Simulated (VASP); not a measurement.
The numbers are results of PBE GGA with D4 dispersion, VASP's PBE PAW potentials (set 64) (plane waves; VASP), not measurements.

The input files of a VASP run:

### INCAR
```
SYSTEM = In
PREC = Accurate; ENCUT = 520; LREAL = .FALSE.
LASPH = .TRUE.
EDIFF = 1E-7; NELM = 100; ALGO = Normal
LMAXMIX = 4
ISMEAR = -5
GGA = PE; IVDW = 13
ISIF = 2
LWAVE = .FALSE.; LCHARG = .TRUE.; LORBIT = 11
NEDOS = 601
```

KPOINTS:
```
K-points
0
gamma
18 18 18
0 0 0
```

### POSCAR
```
In
1
   -1.6161197148     1.6161197148     2.4885446363
    1.6161197148    -1.6161197148     2.4885446363
    1.6161197148     1.6161197148    -2.4885446363
In
1
Direct
  0.0000000000   0.0000000000   0.0000000000
```

POTCAR, in this order: In_d (PBE.64 set). Program: vasp_std.

Unless said otherwise, spin-orbit coupling is left out, though it shifts the bands of the heavy elements here.

Task: What does the run give for the energy per atom (σ→0), dispersion energy, band gap (on the k-mesh)?

Result: 
The energy per atom (σ→0) is -2.909 eV/atom, the dispersion energy is -34.7 kJ/mol and the band gap (on the k-mesh) comes out as none (metal, semimetal or under 0.01 eV).

**OSZICAR**
```
...
DAV:   5    -0.257763263769E+01   -0.24792E-02   -0.24796E-02 11704   0.162E+00    0.233E+00
DAV:   6    -0.255437580121E+01    0.23257E-01   -0.44828E-02 11048   0.471E+00    0.116E+00
DAV:   7    -0.254977272653E+01    0.46031E-02   -0.14272E-02 11276   0.248E+00    0.260E-01
DAV:   8    -0.254949329235E+01    0.27943E-03   -0.82237E-04 11962   0.574E-01    0.324E-02
DAV:   9    -0.254949831152E+01   -0.50192E-05   -0.13939E-05 13078   0.576E-02    0.141E-02
DAV:  10    -0.254949955327E+01   -0.12418E-05   -0.13743E-06 10436   0.148E-02    0.196E-03
DAV:  11    -0.254949961543E+01   -0.62151E-07   -0.48997E-08  6820   0.263E-03
   1 F= -.29092382E+01 E0= -.29092382E+01  d E =0.000000E+00
```

The compound is In in the bct structure. It was relaxed first.
